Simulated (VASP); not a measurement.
Data:

```
CELL_PARAMETERS angstrom
      0.00000     2.21158     2.21158
      2.21158     0.00000     2.21158
      2.21158     2.21158     0.00000
ATOMIC_POSITIONS crystal
  Nb 0.00000 0.00000 0.00000
  N  0.50000 0.50000 0.50000
```

These are PW91 GGA, VASP's PBE PAW potentials (set 64) (plane waves; VASP) values and carry that method's errors. Run with 520 eV cut-off, 14×14×14 Γ-centred mesh, first-order Methfessel-Paxton smearing of 0.10 eV, potentials Nb_sv N.

Task: Estimate the energy per atom (σ→0), band gap (on the k-mesh) with the smallest direct gap where there is one.

Result: 
band gap (on the k-mesh): none (metal, semimetal or under 0.01 eV)
energy per atom (σ→0): -10.285 eV/atom

The absolute energy has meaning only against runs of the same code, potentials and settings.

The compound is NbN in the rock salt structure, the cubic δ form, which competes with hexagonal ones. It was relaxed first. VASP warned that the highest band is occupied, so more bands are needed.
